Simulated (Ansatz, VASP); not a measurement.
# HfC: VASP beside Ansatz, part 2 of 2

Wanted: the spread between two codes on one cell, functional and k mesh. The cell is generated by rule, not measured, and may not be a known phase. The cell is taken from a series of runs on this material, whose earlier steps may have relaxed, scaled, displaced or heated it; both programs get it as it stands.

VASP 6.6.1 and Ansatz 0.2.0.

So far: The starting structure; VASP: relaxation of cell and atoms, PBEsol, pair 1; Ansatz: relaxation of cell and atoms, PBEsol, pair 1; Side by side.

## 5. VASP: relaxation of cell and atoms, PBEsol, pair 2

Level of this step: PBEsol; plane waves and PAW (Hf_pv, C); invented cell (VASP).

The relaxed volume is the usual yardstick between codes: in a stiff, nearly cubic crystal its relative difference is about their pressure difference at one cell divided by the bulk modulus.

File INCAR:

```
SYSTEM = HfC
PREC = Accurate
ENCUT = 600
EDIFF = 1E-07
NELM = 120
ISMEAR = 1
SIGMA = 0.2
LREAL = .FALSE.
ALGO = Normal
GGA = PS
NBANDS = 13
LASPH = .TRUE.
LORBIT = 11
LWAVE = .FALSE.
LCHARG = .FALSE.
ISIF = 3
IBRION = 2
NSW = 80
EDIFFG = -0.005
GGA_COMPAT = .FALSE.
NELMIN = 4
KPAR = 2
```

File POSCAR:

```
HfC
1.0
    2.8685750000      0.0000000000      0.0000000000
    0.0000000000      2.8685750000      0.0000000000
    0.0000000000      0.0000000000      2.8685750000
Hf C
1 1
Direct
    0.0000000000      0.0000000000      0.0000000000
    0.4999998257      0.4999998257      0.4999998257
```

File KPOINTS:

```
Automatic mesh
0
Gamma
16 16 16
0 0 0
```

PAW data sets: Hf_pv and C (PBE family, release 64).

Started as:

```console
> mpirun -np 2 vasp_std
```

Numbers of over 12 decimals in the logs are rounded to 6 here.

The log of the run:

```text
[banner, memory and clock lines left out]
running    2 mpi-ranks, on    1 nodes
[...]
[... a notice as in an earlier step ...]

 LDA part: xc-table for (Slater+PW92), standard interpolation
 POSCAR, INCAR and KPOINTS ok, starting setup
[...]
entering main loop
       N       E                     dE             d eps       ncg     rms          rms(c)
DAV:   1     0.283047601185E+02    0.28305E+02   -0.82682E+03  4298   0.117E+03
DAV:   2    -0.207418047129E+02   -0.49047E+02   -0.46101E+02  5617   0.222E+02
DAV:   3    -0.224286364261E+02   -0.16868E+01   -0.16760E+01  5069   0.299E+01
DAV:   4    -0.224367015088E+02   -0.80651E-02   -0.80641E-02  4827   0.246E+00
[...]
DAV:  12    -0.195345170559E+02   -0.20541E-05   -0.13398E-05  5214   0.302E-02    0.112E-01
DAV:  13    -0.195345158891E+02    0.11668E-05   -0.53179E-06  5308   0.179E-02    0.430E-03
DAV:  14    -0.195345158277E+02    0.61359E-07   -0.29222E-07  5163   0.426E-03
   1 F= -.19534516E+02 E0= -.19533391E+02  d E =-.195345E+02
[...]
DAV:   6    -0.195340953453E+02    0.57783E-05   -0.40119E-06  5738   0.137E-02    0.864E-03
DAV:   7    -0.195340953712E+02   -0.25883E-07   -0.80735E-08  4157   0.214E-03
   2 F= -.19534095E+02 E0= -.19532920E+02  d E =0.420457E-03
 trial-energy change:    0.000420  1 .order    0.000427   -0.002441    0.003295
 step:   0.4273(harm=  0.4255)  dis= 0.00000  next Energy=   -19.535038 (dE=-0.522E-03)
[...]
N       E                     dE             d eps       ncg     rms          rms(c)
DAV:   1    -0.195375923117E+02   -0.34970E-02   -0.67749E-02  4300   0.214E+00    0.623E-01
DAV:   2    -0.195357386236E+02    0.18537E-02   -0.26810E-03  4900   0.459E-01    0.362E-01
DAV:   3    -0.195351708008E+02    0.56782E-03   -0.11179E-03  4909   0.234E-01    0.214E-01
DAV:   4    -0.195350462897E+02    0.12451E-03   -0.28841E-04  4863   0.139E-01    0.154E-01
DAV:   5    -0.195350433962E+02    0.28934E-05   -0.21287E-05  6104   0.341E-02    0.750E-02
DAV:   6    -0.195350434865E+02   -0.90285E-07   -0.12171E-06  5751   0.776E-03    0.493E-03
DAV:   7    -0.195350434682E+02    0.18342E-07   -0.25184E-08  3285   0.117E-03
   3 F= -.19535043E+02 E0= -.19533897E+02  d E =-.527640E-03
[...]
reached required accuracy - stopping structural energy minimisation
```

OUTCAR, selected parts (step 5):

```text
  Total        0.0013702      0.0013702      0.0013702      0.0000000      0.0000000     -0.0000000
  in kB        0.0935330      0.0935330      0.0935330      0.0000000      0.0000000     -0.0000000
  external PRESSURE =       0.0935330 kB  Pullay stress =       0.0000000 kB

 POSITION                                       TOTAL-FORCE (eV/Angst)
 -----------------------------------------------------------------------------------
      0.00000      0.00000      0.00000         0.000000      0.000000      0.000000
      1.43157      1.43157      1.43157        -0.000000     -0.000000      0.000000
 -----------------------------------------------------------------------------------
    total drift:                                0.000121      0.000121      0.000121

  FREE ENERGIE OF THE ION-ELECTRON SYSTEM (eV)
  ---------------------------------------------------
  free  energy   TOTEN  =       -19.5350434682 eV

  energy  without entropy=      -19.5316053095  energy(sigma->0) =      -19.53389742

[... 1 part as in an earlier step ...]

[... 3 further parts left out ...]
[key lines of the parts left out:]
E-fermi :   6.7476
```

## 6. Ansatz: relaxation of cell and atoms, PBEsol, pair 2

The same cell, functional, mesh and smearing now go to Ansatz, which takes its cutoff from its data sets.

The cell is taken from a series of runs on this material, whose earlier steps may have relaxed, scaled, displaced or heated it; both programs get it as it stands.

File input.yaml:

```yaml
crystal:
  lattice:
    - [2.868574782, 0.0, 0.0]
    - [0.0, 2.868574782, 0.0]
    - [0.0, 0.0, 2.868574782]
  atoms:
    - { symbol: Hf, position: [0.0, 0.0, 0.0] }
    - { symbol: C, position: [0.5, 0.5, 0.5] }
kpoints:
  mp_grid: { grid: [16, 16, 16] }
hamiltonian:
  xc: pbesol
scf:
  occupations: { method: methfessel_paxton, width: 0.2 }
output:
  forces: true
  stress: true
  eigenvalues: true
relax:
  adjacent_minimum: "off"
  f_tol: 0.001
  max_steps: 60
  cell: { stress_tol: 0.01 }
```

Started as:

```console
> ansatz run input.yaml --threads 4 --pin off --max-ram 7168MiB --backend cpu --events-out ev --progress --plain --runs-dir out
```

The log of the run:

```text
[...]
Crystal: 2 atoms, lattice volume = 23.605 Å³
Basis set: ecut = 420 eV, 461 PW (Γ), exchange–correlation on 40×40×40 points (8 copies of the dense FFT grid, shifted against one another)
Bands: 19, of which v1, the nominal top of the filled ones, is band 15 counted from 1 (14 counted from 0)
Symmetry: 48 space group operations
[...]
k-points: 165 of 4096
[...]
k-point 164: bands = [... 11 lower, 14.7778, 16.0596, 16.0596, 16.0596, 30.8349, 30.8349, 30.8349, 31.2129]
--- Relaxed structure (3 steps of the walk, 3 accepted, 1 SCFs on fresh bases) ---
[...]
cell:  # Å, volume = 23.6095 Å³
    - [2.868771, 0, 0]
    - [0, 2.868771, 0.0]
    - [0, 0.0, 2.868771]
  atoms:
    - { symbol: Hf, position: [0, 0, 0] }
    - { symbol: C, position: [0.5, 0.5, 0.5] }
[key lines of the parts left out:]
SCF converged after 5 iterations
Free energy (F): -15844.025634 eV
Fermi energy:    21.763722 eV
P = ⅓ Tr σ = 0.0003 GPa (0.003 kbar)
```

## 7. Side by side

What differs besides the data sets and the points named for the pairs above, as far as they apply: the data sets hold 30 valence electrons in Ansatz (on its default PAW (the set named soft_2) files) and 14 in VASP. Total energies have different zeros and are not compared.

The two programs side by side:

```tsv
quantity	Ansatz	VASP	difference
volume (Å³)	23.61	23.47	+0.59 %
edge a after relaxation, in the typed setting (Å)	2.869	2.863	+0.20 %
```

## 8. VASP: relaxation of cell and atoms, PBEsol, pair 3

The relaxed volume is the usual yardstick between codes: in a stiff, nearly cubic crystal its relative difference is about their pressure difference at one cell divided by the bulk modulus. This pair takes another cell of the material, with 4 atoms against 2 for the pair before.

INCAR: that of step 5 with these lines changed.

```diff
@@ -10,3 +10,3 @@
 GGA = PS
-NBANDS = 13
+NBANDS = 20
 LASPH = .TRUE.
```

File POSCAR:

```
HfC
1.0
    4.2481120000      0.0000000000      0.0000000000
    0.0000000000      4.2481120000      0.0000000000
    0.0000000000      0.0000000000      2.8592720000
Hf C
2 2
Direct
    0.5000000000      0.5000000000      0.0000000000
    0.0000000000      0.0000000000      0.0000000000
    0.0000000000      0.5000000000      0.7185517852
    0.5000000000      0.0000000000      0.2814482148
```

File KPOINTS:

```
Automatic mesh
0
Gamma
10 10 14
0 0 0
```

Started as:

```console
> mpirun -np 2 vasp_std
```

The log of the run:

```text
[banner, memory and clock lines left out]
running    2 mpi-ranks, on    1 nodes
[...]
[... a notice as in an earlier step ...]

 LDA part: xc-table for (Slater+PW92), standard interpolation
 POSCAR, INCAR and KPOINTS ok, starting setup
[...]
entering main loop
       N       E                     dE             d eps       ncg     rms          rms(c)
DAV:   1     0.987129664768E+02    0.98713E+02   -0.16601E+04  6720   0.151E+03
DAV:   2    -0.391598894591E+02   -0.13787E+03   -0.13270E+03  8516   0.322E+02
DAV:   3    -0.453519124992E+02   -0.61920E+01   -0.61008E+01  8612   0.482E+01
DAV:   4    -0.454294415555E+02   -0.77529E-01   -0.77390E-01  8820   0.571E+00
[...]
DAV:  13    -0.400346082740E+02   -0.29094E-05   -0.12888E-05  8168   0.172E-02    0.362E-02
DAV:  14    -0.400346064914E+02    0.17826E-05   -0.68866E-06  7768   0.119E-02    0.157E-03
DAV:  15    -0.400346065012E+02   -0.97357E-08   -0.34326E-07  7180   0.384E-03
   1 F= -.40034607E+02 E0= -.40034357E+02  d E =-.400346E+02
[... from here on, the cycles between the ionic steps are left out ...]
   2 F= -.40034340E+02 E0= -.40034055E+02  d E =0.266754E-03
   3 F= -.40035148E+02 E0= -.40034883E+02  d E =-.541278E-03
   4 F= -.40035489E+02 E0= -.40035215E+02  d E =-.341348E-03
   5 F= -.40035755E+02 E0= -.40035444E+02  d E =-.607156E-03
   6 F= -.40035796E+02 E0= -.40035495E+02  d E =-.647858E-03
   7 F= -.40036041E+02 E0= -.40035714E+02  d E =-.245191E-03
   8 F= -.40036104E+02 E0= -.40035751E+02  d E =-.307984E-03
[...]
reached required accuracy - stopping structural energy minimisation
```

OUTCAR, selected parts (step 8):

```text
  Total       -0.0109578     -0.0109578     -0.0092000      0.0000000     -0.0000000      0.0000000
  in kB       -0.3433229     -0.3433229     -0.2882462      0.0000000     -0.0000000      0.0000000
  external PRESSURE =      -0.3249640 kB  Pullay stress =       0.0000000 kB

 POSITION                                       TOTAL-FORCE (eV/Angst)
 -----------------------------------------------------------------------------------
      2.11983      2.11983      0.00000         0.000000     -0.000000      0.000000
      0.00000      0.00000      0.00000        -0.000000     -0.000000      0.000000
      0.00000      2.11983      2.02824         0.000000      0.000000      0.003085
      2.11983      0.00000      0.81667        -0.000000     -0.000000     -0.003085
 -----------------------------------------------------------------------------------
    total drift:                                0.000000      0.000000      0.000000

  FREE ENERGIE OF THE ION-ELECTRON SYSTEM (eV)
  ---------------------------------------------------
  free  energy   TOTEN  =       -40.0361036212 eV

  energy  without entropy=      -40.0350450829  energy(sigma->0) =      -40.03575078

[... 1 part as in an earlier step ...]

[... 3 further parts left out ...]
[key lines of the parts left out:]
E-fermi :   5.8165
```

The run keeps the 16 symmetry operations of its start, so it cannot find a distortion of lower symmetry.

## 9. Ansatz: relaxation of cell and atoms, PBEsol, pair 3

The same cell, functional, mesh and smearing now go to Ansatz, which takes its cutoff from its data sets.

The cell is taken from a series of runs on this material, whose earlier steps may have relaxed, scaled, displaced or heated it; both programs get it as it stands.

input.yaml, the sections that differ from step 6:

```yaml
crystal:
  lattice:
    - [4.2481115977, 0.0, 0.0]
    - [0.0, 4.2481115977, 0.0]
    - [0.0, 0.0, 2.8592715205]
  atoms:
    - { symbol: Hf, position: [0.5, 0.5, 0.0] }
    - { symbol: Hf, position: [0.0, 0.0, 0.0] }
    - { symbol: C, position: [0.0, 0.5, 0.7185518264] }
    - { symbol: C, position: [0.5, 0.0, 0.2814481736] }
kpoints:
  mp_grid: { grid: [10, 10, 14] }
# hamiltonian, scf, output, relax: as in step 6
```

Started as:

```console
> ansatz run input.yaml --threads 4 --pin off --max-ram 7168MiB --backend cpu --events-out ev --progress --plain --runs-dir out
```

The log of the run:

```text
[...]
Crystal: 4 atoms, lattice volume = 51.600 Å³
Basis set: ecut = 420 eV, 1009 PW (Γ), exchange–correlation on 60×60×40 points (8 copies of the dense FFT grid, shifted against one another)
Bands: 36, of which v1, the nominal top of the filled ones, is band 30 counted from 1 (29 counted from 0)
Symmetry: 16 space group operations
[...]
k-points: 168 of 1400
[...]
--- Relaxed structure (1 steps of the walk, 1 accepted, 1 SCFs on fresh bases) ---
[...]
cell:  # Å, volume = 51.5997 Å³
    - [4.2481115977, 0.0, 0.0]
    - [0.0, 4.2481115977, 0.0]
    - [0.0, 0.0, 2.8592715205]
  atoms:
    - { symbol: Hf, position: [0.5, 0.5, 0.0] }
    - { symbol: Hf, position: [0.0, 0.0, 0.0] }
    - { symbol: C, position: [0.0, 0.5, 0.718552] }
    - { symbol: C, position: [0.5, 0.0, 0.2814481736] }
[key lines of the parts left out:]
SCF converged after 5 iterations
Free energy (F): -31689.049490 eV
Fermi energy:    19.515254 eV
P = ⅓ Tr σ = 0.0065 GPa (0.065 kbar)
```

## 10. Side by side

What differs besides the data sets and the points named for the pairs above, as far as they apply: the data sets hold 60 valence electrons in Ansatz (on its default PAW (the set named soft_2) files) and 28 in VASP. Total energies have different zeros and are not compared.

Both answers:

```tsv
quantity	Ansatz	VASP	difference
volume (Å³)	51.60	51.14	+0.91 %
edge a after relaxation, in the typed setting (Å)	4.248	4.240	+0.20 %
edge c after relaxation, in the typed setting (Å)	2.859	2.845	+0.51 %
```

## 11. Summary of results

- difference in volume (relaxation of cell and atoms, PBEsol, pair 1): 0.59 %
- difference in volume (relaxation of cell and atoms, PBEsol, pair 2): 0.59 %
- difference in volume (relaxation of cell and atoms, PBEsol, pair 3): 0.91 %

The difference in volume is 0.91 % (relaxation of cell and atoms, PBEsol, pair 3), within the 1.2 % picked in this series as the mark of a large difference, as far as the stopping tolerances let one tell. The data sets hold unlike numbers of valence electrons (30 in Ansatz and 14 in VASP and 60 in Ansatz and 28 in VASP), so part of the differences comes from the potentials. 3 further runs of this series are not shown here. How closely two codes agree says nothing of how well the functional describes the real material.

[Lines on the potential files, build, host, timing and source positions are cut from VASP's logs without a mark.]

[Logs are printed without paths, hosts, clocks, repeated set-up lines and the standing remarks that a program may print on its own settings, such as how far it seeks lower states.]

[Hosts, paths, dates, database ids (printed as entryN), source tags and the programs' standing remarks are cut or masked in the printed files.]
